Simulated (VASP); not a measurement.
# Tl (Thallium): accuracy against cost in the SCF solver and PAW data sets, part 2 of 2

A convergence test on Tl (Thallium): the SCF solver and PAW data sets. The series runs use r2SCAN. The start is a cell from a database of measured crystal structures.

VASP 6.6.1, plane waves and PAW; the level of theory is named at each step.

Still holding for the runs below: The k-mesh is coarse for a metal.

So far. Step 5 (SCF solver: ALGO = All): Against the first of the series the energy stays within 0.01 meV an atom; the pressure moves by +0.02 GPa, after 14 cycles in 16 s. Step 6 (SCF solver: ALGO = Damped): Against the first of the series the energy stays within 0.01 meV an atom; the pressure moves by +0.02 GPa, after 20 cycles in 17 s.

## (7) SCF solver: AMIX = 0.1, BMIX = 0.01

Level of this step: r2SCAN; plane waves and PAW (Tl_d) (VASP).

Contents of INCAR:

```
SYSTEM = Tl
PREC = Accurate
ENCUT = 400
EDIFF = 1E-06
NELM = 100
ISMEAR = -1
SIGMA = 0.05
LREAL = .FALSE.
ALGO = Normal
METAGGA = R2SCAN
LASPH = .TRUE.
NBANDS = 19
LORBIT = 11
LWAVE = .FALSE.
LCHARG = .FALSE.
KPAR = 2
ISIF = 2
AMIX = 0.1
BMIX = 0.01
```

Contents of POSCAR:

```
Tl
1.0
    3.4560000000      0.0000000000      0.0000000000
   -1.7280000000      2.9929837955      0.0000000000
    0.0000000000      0.0000000000      5.5250000000
Tl
2
Direct
    0.3333333333      0.6666666667      0.2500000000
    0.6666666667      0.3333333333      0.7500000000
```

Contents of KPOINTS:

```
Automatic mesh
0
Gamma
7 7 4
0 0 0
```

PAW data sets: Tl_d (PBE family, release 64).

Launch:

```sh
> mpirun -np 2 vasp_std
```

What it wrote:

```text
[... set-up lines as in an earlier step ...]
 entering main loop
       N       E                     dE             d eps       ncg     rms          rms(c)
[... 5 cycles as in an earlier step ...]
DAV:   6    -0.106264079611E+03    0.75693E+01   -0.17902E+00   935   0.123E+01    0.366E+00
DAV:   7    -0.106267330623E+03   -0.32510E-02   -0.14565E-02   981   0.967E-01    0.349E+00
DAV:   8    -0.106271000922E+03   -0.36703E-02   -0.48428E-02   944   0.177E+00    0.406E-01
DAV:   9    -0.106269116412E+03    0.18845E-02   -0.18832E-03   963   0.325E-01    0.232E-01
DAV:  10    -0.106269020235E+03    0.96177E-04   -0.59378E-05   989   0.616E-02    0.204E-01
DAV:  11    -0.106268341377E+03    0.67886E-03   -0.34913E-03   918   0.472E-01    0.235E-02
DAV:  12    -0.106268406906E+03   -0.65529E-04   -0.12662E-04   988   0.946E-02    0.412E-02
DAV:  13    -0.106268375562E+03    0.31345E-04   -0.22521E-04   939   0.122E-01    0.583E-03
DAV:  14    -0.106268375610E+03   -0.48582E-07   -0.50979E-06   989   0.174E-02
   1 F= -.10626838E+03 E0= -.10626099E+03  d E =-.147811E-01
```

Wall time 12 s (2 MPI ranks of Intel Xeon 6975P-C (Granite Rapids), shared host); peak memory 0.29 GiB.

OUTCAR, selected parts (step 7):

```text
  Total        0.5872063      0.5872063      1.0643273     -0.0000000      0.0000000      0.0000000
  in kB       16.4623152     16.4623152     29.8383919     -0.0000000      0.0000000      0.0000000
  external PRESSURE =      20.9210074 kB  Pullay stress =       0.0000000 kB

 POSITION                                       TOTAL-FORCE (eV/Angst)
 -----------------------------------------------------------------------------------
     -0.00000      1.99532      1.38125         0.000000      0.000000      0.000000
      1.72800      0.99766      4.14375        -0.000000      0.000000      0.000000
 -----------------------------------------------------------------------------------
    total drift:                               -0.000000      0.000000     -0.000000

  FREE ENERGIE OF THE ION-ELECTRON SYSTEM (eV)
  ---------------------------------------------------
  free  energy   TOTEN  =      -106.2683756102 eV

  energy  without entropy=     -106.2535945251  energy(sigma->0) =     -106.26098507

[... 2 parts as in an earlier step ...]

[... 1 further part left out ...]
[key lines of the parts left out:]
E-fermi :   6.5983
```

Against the first of the series the energy stays within 0.01 meV an atom; the pressure moves by +0.15 GPa, after 14 cycles in 12 s.

## (8) SCF solver: AMIX = 0.8

Changes to INCAR since step 7:

```diff
@@ -17,3 +17,2 @@
 ISIF = 2
-AMIX = 0.1
-BMIX = 0.01
+AMIX = 0.8
```

POSCAR is that of step 7.

KPOINTS is that of step 7.

Launch:

```sh
> mpirun -np 2 vasp_std
```

What it wrote:

```text
[... set-up lines as in an earlier step ...]
 entering main loop
       N       E                     dE             d eps       ncg     rms          rms(c)
[... 5 cycles as in an earlier step ...]
DAV:   6    -0.106386845894E+03    0.74465E+01   -0.42473E+00   924   0.183E+01    0.468E+00
DAV:   7    -0.106294042161E+03    0.92804E-01   -0.13164E-01   945   0.282E+00    0.307E+00
DAV:   8    -0.106276486692E+03    0.17555E-01   -0.29425E-01   929   0.429E+00    0.810E-01
DAV:   9    -0.106268265305E+03    0.82214E-02   -0.33288E-02   918   0.145E+00    0.556E-02
DAV:  10    -0.106268374632E+03   -0.10933E-03   -0.41781E-04  1004   0.165E-01    0.108E-02
DAV:  11    -0.106268376717E+03   -0.20843E-05   -0.46047E-06   983   0.186E-02    0.920E-03
DAV:  12    -0.106268374796E+03    0.19210E-05   -0.36206E-06   847   0.152E-02    0.224E-03
DAV:  13    -0.106268374554E+03    0.24177E-06   -0.13647E-07   462   0.304E-03
   1 F= -.10626837E+03 E0= -.10626098E+03  d E =-.147799E-01
```

Wall time 11 s (2 MPI ranks); peak memory 0.29 GiB.

OUTCAR, selected parts (step 8):

```text
  Total        0.5412754      0.5412754      1.0150826      0.0000000      0.0000000      0.0000000
  in kB       15.1746439     15.1746439     28.4578180      0.0000000      0.0000000      0.0000000
  external PRESSURE =      19.6023686 kB  Pullay stress =       0.0000000 kB

 POSITION                                       TOTAL-FORCE (eV/Angst)
 -----------------------------------------------------------------------------------
     -0.00000      1.99532      1.38125        -0.000000     -0.000000      0.000000
      1.72800      0.99766      4.14375         0.000000      0.000000      0.000000
 -----------------------------------------------------------------------------------
    total drift:                               -0.000000      0.000000     -0.000000

  FREE ENERGIE OF THE ION-ELECTRON SYSTEM (eV)
  ---------------------------------------------------
  free  energy   TOTEN  =      -106.2683745538 eV

  energy  without entropy=     -106.2535946160  energy(sigma->0) =     -106.26098458

[... 2 parts as in an earlier step ...]

[... 1 further part left out ...]
[key lines of the parts left out:]
E-fermi :   6.5986
```

Against the first of the series the energy stays within 0.01 meV an atom; the pressure moves by +0.02 GPa, after 13 cycles in 11 s.

## (9) SCF solver: IMIX = 1, AMIX = 0.2

Changes to INCAR since step 8:

```diff
@@ -17,2 +17,3 @@
 ISIF = 2
-AMIX = 0.8
+IMIX = 1
+AMIX = 0.2
```

POSCAR is that of step 8.

KPOINTS is that of step 8.

Launch:

```sh
> mpirun -np 2 vasp_std
```

What it wrote:

```text
[... set-up lines as in an earlier step ...]
 entering main loop
       N       E                     dE             d eps       ncg     rms          rms(c)
[... 5 cycles as in an earlier step ...]
DAV:   6    -0.106262951531E+03    0.75704E+01   -0.20382E+00   935   0.130E+01    0.361E+00
DAV:   7    -0.106266552247E+03   -0.36007E-02   -0.15779E-02   969   0.989E-01    0.296E+00
DAV:   8    -0.106266825556E+03   -0.27331E-03   -0.39464E-04   971   0.134E-01    0.238E+00
DAV:   9    -0.106267126390E+03   -0.30083E-03   -0.19983E-04   968   0.756E-02    0.191E+00
[...]
DAV:  28    -0.106268370486E+03   -0.16807E-05   -0.34324E-07   487   0.391E-03    0.344E-02
DAV:  29    -0.106268371697E+03   -0.12107E-05   -0.24132E-07   474   0.330E-03    0.279E-02
DAV:  30    -0.106268372565E+03   -0.86822E-06   -0.16988E-07   467   0.278E-03
   1 F= -.10626837E+03 E0= -.10626098E+03  d E =-.147823E-01
```

Elapsed: 24 s, on 2 MPI ranks; peak memory 0.29 GiB; 47 s of CPU time.

OUTCAR, selected parts (step 9):

```text
  Total        0.5383715      0.5383715      1.0165027      0.0000000     -0.0000000      0.0000000
  in kB       15.0932329     15.0932329     28.4976286      0.0000000     -0.0000000      0.0000000
  external PRESSURE =      19.5613648 kB  Pullay stress =       0.0000000 kB

  FREE ENERGIE OF THE ION-ELECTRON SYSTEM (eV)
  ---------------------------------------------------
  free  energy   TOTEN  =      -106.2683725654 eV

  energy  without entropy=     -106.2535902802  energy(sigma->0) =     -106.26098142

[... 3 parts as in an earlier step ...]

[... 1 further part left out ...]
[key lines of the parts left out:]
E-fermi :   6.5989
```

Against the first of the series the energy stays within 0.01 meV an atom; the pressure moves by +0.02 GPa, after 30 cycles in 24 s.

## (10) The SCF solver series as a table

This step: convergence of r2SCAN results with the solver; plane waves and PAW (VASP 6.6.1).

This step runs nothing: it gathers the runs above.

Differences are taken from the run with ALGO = Normal. Results of the series, by row:

```
                setting     status  energy less the reference (meV/atom)  pressure (GPa)  SCF cycles  wall time (s)
          ALGO = Normal  converged                                     0           1.939          13           11.4
            ALGO = Fast  converged                               3.50e-5           1.994          14             14
        ALGO = VeryFast  converged                              -4.00e-5           1.952          21           19.4
             ALGO = All  converged                               4.00e-5           1.964          14           16.4
          ALGO = Damped  converged                                     0           1.957          20           16.6
AMIX = 0.1, BMIX = 0.01  converged                              -2.95e-4           2.092          14           12.2
             AMIX = 0.8  converged                              -5.00e-5            1.96          13           11.2
   IMIX = 1, AMIX = 0.2  converged                               0.00153           1.956          30             24
```

## (11) PAW data sets: minimal 64: Tl

This step: r2SCAN; plane waves and PAW (Tl) (VASP 6.6.1).

Data sets differ in which electrons are valence and how hard the partial waves are.

Changes to INCAR since step 9:

```diff
@@ -11,3 +11,3 @@
 LASPH = .TRUE.
-NBANDS = 19
+NBANDS = 9
 LORBIT = 11
@@ -17,3 +17 @@
 ISIF = 2
-IMIX = 1
-AMIX = 0.2
```

POSCAR is that of step 9.

KPOINTS is that of step 9.

Potentials, in the order of the species: Tl (PBE family, release 64).

Launch:

```sh
> mpirun -np 2 vasp_std
```

What it wrote:

```text
[... set-up lines as in an earlier step ...]
 entering main loop
       N       E                     dE             d eps       ncg     rms          rms(c)
DAV:   1    -0.814978258868E+02   -0.81498E+02   -0.16233E+03   432   0.411E+02
DAV:   2    -0.104888216053E+03   -0.23390E+02   -0.22920E+02   617   0.705E+01
DAV:   3    -0.105915501783E+03   -0.10273E+01   -0.10208E+01   593   0.171E+01
DAV:   4    -0.105927550892E+03   -0.12049E-01   -0.12048E-01   495   0.209E+00
DAV:   5    -0.105927753687E+03   -0.20279E-03   -0.20279E-03   544   0.254E-01    0.502E-01
DAV:   6    -0.106381371529E+03   -0.45362E+00   -0.10744E-01   451   0.197E+00    0.268E-01
DAV:   7    -0.106377873026E+03    0.34985E-02   -0.12467E-02   490   0.621E-01    0.817E-02
DAV:   8    -0.106378073955E+03   -0.20093E-03   -0.51039E-04   483   0.136E-01    0.364E-02
DAV:   9    -0.106378143388E+03   -0.69433E-04   -0.63591E-05   460   0.442E-02    0.779E-03
DAV:  10    -0.106378133609E+03    0.97791E-05   -0.15438E-06   498   0.738E-03    0.175E-03
DAV:  11    -0.106378132557E+03    0.10525E-05   -0.40501E-07   235   0.392E-03    0.108E-03
DAV:  12    -0.106378132969E+03   -0.41280E-06   -0.71852E-08   233   0.178E-03
   1 F= -.10637813E+03 E0= -.10637079E+03  d E =-.146778E-01
```

Elapsed: 7.2 s, on 2 MPI ranks; peak memory 0.29 GiB.

OUTCAR, selected parts (step 11):

```text
   k-points           NKPTS =     24   k-points in BZ     NKDIM =     24   number of bands    NBANDS=      9

   NELECT =       6.0000    total number of electrons

 E-fermi :   4.6142

 k-point     1 :       0.0000    0.0000    0.0000
  band No.  band energies     occupation
      1      -5.8983      2.00000
      2      -0.9799      2.00000
      3       1.6510      2.00000
      4      12.6367      0.00000
      5      12.6367      0.00000
      6      14.0633      0.00000
      7      14.0633      0.00000
      8      14.3554      0.00000
    ...

  Total        0.3258010      0.3258010      0.7858413     -0.0000000      0.0000000      0.0000000
  in kB        9.1338229      9.1338229     22.0310438     -0.0000000      0.0000000      0.0000000
  external PRESSURE =      13.4328966 kB  Pullay stress =       0.0000000 kB

  FREE ENERGIE OF THE ION-ELECTRON SYSTEM (eV)
  ---------------------------------------------------
  free  energy   TOTEN  =      -106.3781329693 eV

  energy  without entropy=     -106.3634551355  energy(sigma->0) =     -106.37079405

[... 9 parts as in an earlier step ...]

[... 8 further parts left out ...]
```

The data set Tl keeps the semicore shell frozen, which is cheaper and a little less accurate.

This step gave:

| Quantity | Value |
| --- | --- |
| SCF cycles | 12 |
| electrons | 6 |
| bands | 9 |
| free energy (TOTEN) | -106.3781 eV |
| energy at zero smearing | -106.3708 eV |
| Fermi energy | 4.614 eV |
| pressure | 1.343 GPa |

The series starts at -53.1854 eV an atom and 1.34 GPa, after 12 cycles in 7.2 s.

## (12) PAW data sets: recommended 64: Tl d

This step: r2SCAN; plane waves and PAW (Tl_d) (VASP 6.6.1).

Changes to INCAR since step 11:

```diff
@@ -11,3 +11,3 @@
 LASPH = .TRUE.
-NBANDS = 9
+NBANDS = 19
 LORBIT = 11
```

POSCAR is that of step 11.

KPOINTS is that of step 11.

PAW data sets: Tl_d (PBE family, release 64).

Launch:

```sh
> mpirun -np 2 vasp_std
```

What it wrote:

```text
[... set-up lines as in an earlier step ...]
 entering main loop
       N       E                     dE             d eps       ncg     rms          rms(c)
[... 13 cycles as in an earlier step ...]
   1 F= -.10626837E+03 E0= -.10626098E+03  d E =-.147800E-01
```

The job ended after 11 s (2 MPI ranks; peak memory 0.29 GiB; 22 s of CPU time).

From OUTCAR (step 12):

```text
[... 6 parts as in an earlier step ...]

[... 1 further part left out ...]
[key lines of the parts left out:]
E-fermi :   6.5986
```

With 26 valence electrons the pressure is 1.94 GPa, +0.60 GPa from the first of the series, after 13 cycles in 11 s.

## (13) PAW data sets: recommended 54: Tl d

INCAR is that of step 12.

POSCAR is that of step 12.

KPOINTS is that of step 12.

PAW data sets: Tl_d (PBE family, release 54).

Launch:

```sh
> mpirun -np 2 vasp_std
```

What it wrote:

```text
[... set-up lines as in an earlier step ...]
 entering main loop
       N       E                     dE             d eps       ncg     rms          rms(c)
[... 13 cycles as in an earlier step ...]
   1 F= -.10626837E+03 E0= -.10626098E+03  d E =-.147800E-01
```

It took 11 s on 2 MPI ranks; peak memory 0.3 GiB; 22 s of CPU time.

OUTCAR, selected parts (step 13):

```text
[... 6 parts as in an earlier step ...]

[... 1 further part left out ...]
[key lines of the parts left out:]
E-fermi :   6.5986
```

With 26 valence electrons the pressure is 1.94 GPa, +0.60 GPa from the first of the series, after 13 cycles in 11 s.

## (14) PAW data sets: GW 64: Tl d GW

This step: r2SCAN; plane waves and PAW (Tl_d_GW) (VASP 6.6.1).

Changes to INCAR since step 13:

```diff
@@ -11,3 +11,3 @@
 LASPH = .TRUE.
-NBANDS = 19
+NBANDS = 21
 LORBIT = 11
```

POSCAR is that of step 13.

KPOINTS is that of step 13.

Potentials, in the order of the species: Tl_d_GW (PBE family, release 64).

Launch:

```sh
> mpirun -np 2 vasp_std
```

What it wrote:

```text
[... set-up lines as in an earlier step ...]
 entering main loop
       N       E                     dE             d eps       ncg     rms          rms(c)
DAV:   1     0.186913784670E+03    0.18691E+03   -0.17246E+04  1526   0.170E+03
DAV:   2    -0.996752882883E+02   -0.28659E+03   -0.27304E+03  1273   0.520E+02
DAV:   3    -0.114368925128E+03   -0.14694E+02   -0.14300E+02  1777   0.167E+02
DAV:   4    -0.114537322100E+03   -0.16840E+00   -0.16814E+00  1510   0.127E+01
[...]
DAV:  12    -0.106074316012E+03    0.46178E-04   -0.17702E-04  1403   0.337E-01    0.351E-03
DAV:  13    -0.106074317614E+03   -0.16023E-05   -0.82763E-06  1400   0.606E-02    0.208E-03
DAV:  14    -0.106074317883E+03   -0.26848E-06   -0.91874E-08   634   0.528E-03
   1 F= -.10607432E+03 E0= -.10606693E+03  d E =-.147835E-01
```

The job ended after 17 s (2 MPI ranks; peak memory 0.32 GiB).

OUTCAR, selected parts (step 14):

```text
  Total        0.3381441      0.3381441      0.8093691     -0.0000000      0.0000000      0.0000000
  in kB        9.4798621      9.4798621     22.6906427     -0.0000000      0.0000000      0.0000000
  external PRESSURE =      13.8834556 kB  Pullay stress =       0.0000000 kB

 POSITION                                       TOTAL-FORCE (eV/Angst)
 -----------------------------------------------------------------------------------
     -0.00000      1.99532      1.38125        -0.000000      0.000000      0.000000
      1.72800      0.99766      4.14375         0.000000     -0.000000      0.000000
 -----------------------------------------------------------------------------------
    total drift:                               -0.000000      0.000000     -0.000000

  FREE ENERGIE OF THE ION-ELECTRON SYSTEM (eV)
  ---------------------------------------------------
  free  energy   TOTEN  =      -106.0743178825 eV

  energy  without entropy=     -106.0595343616  energy(sigma->0) =     -106.06692612

[... 1 part as in an earlier step ...]

[... 2 further parts left out ...]
[key lines of the parts left out:]
E-fermi :   3.2705
```

With 30 valence electrons the pressure is 1.39 GPa, +0.05 GPa from the first of the series, after 14 cycles in 17 s.

## (15) The PAW data sets series as a table

This step: convergence of r2SCAN results with the datasets; plane waves and PAW (VASP 6.6.1).

Derived from the runs above.

Results of the series, by row:

```
                     setting     status  pressure (GPa)  SCF cycles  wall time (s)
      minimal 64: Tl, 400 eV  converged           1.343          12            7.2
recommended 64: Tl_d, 400 eV  converged           1.939          13           11.2
recommended 54: Tl_d, 400 eV  converged           1.939          13           11.4
      gw 64: Tl_d_GW, 400 eV  converged           1.388          14           16.6
```

## (16) Results

* fewest SCF cycles: ALGO = Normal; AMIX = 0.8 (13)
* most SCF cycles among converged runs: IMIX = 1, AMIX = 0.2 (30)
* spread of the pressure over the SCF solver: 0.153 GPa
* spread of the energy over the SCF solver: 0.00182 meV/atom
* spread of the pressure over the PAW data sets: 0.596 GPa

**Reading.** All SCF solvers that converged agree within 0.05 meV an atom. No setting beats the 11 s of ALGO = Normal by a fifth or more; the slowest converged run is IMIX = 1, AMIX = 0.2, at 24 s. On a shared host such times are rough. Yet the pressure of AMIX = 0.1, BMIX = 0.01 is +0.15 GPa off: EDIFF tests the energy, which is second order in the error of the density, while the stress is first order. The choice of data set moves the pressure between 1.34 GPa (minimal 64: Tl) and 1.94 GPa (recommended 64: Tl_d); all ran at 400 eV. Data sets differ in their zero of energy, so energies are not compared. Forces vanish by symmetry in this cell, so the series can't test them.

[Lines on the potential files, build, host, timing and source positions are cut from VASP's logs without a mark.]

[Logs are printed without paths, hosts, clocks, repeated set-up lines and the standing remarks that a program may print on its own settings, such as how far it seeks lower states.]

[Hosts, paths, dates, database ids (printed as entryN), source tags and the programs' standing remarks are cut or masked in the printed files.]

[A measured line is paired with the nearest computed mode of its activity, which favours agreement.]
